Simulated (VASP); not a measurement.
Input:

```yaml
crystal:
  lattice:
    - [-2.64000, 2.64000, 2.64000]
    - [2.64000, -2.64000, 2.64000]
    - [2.64000, 2.64000, -2.64000]
  atoms:
    - { symbol: K, position: [0.00000, 0.00000, 0.00000] }
```

These are PBE GGA, VASP's PBE PAW potentials (set 64) (plane waves; VASP) values and carry that method's errors. Settings: 400 eV cut-off, 8×8×8 Γ-centred mesh, first-order Methfessel-Paxton smearing of 0.10 eV, potentials K_sv.

Question: What does the run give for the energy per atom (σ→0), band gap (on the k-mesh) with the smallest direct gap where there is one?

Answer: 
band gap (on the k-mesh): none (metal, semimetal or under 0.01 eV)
energy per atom (σ→0): -1040 meV/atom

The compound is K in the bcc structure. The cell was not relaxed at this level.
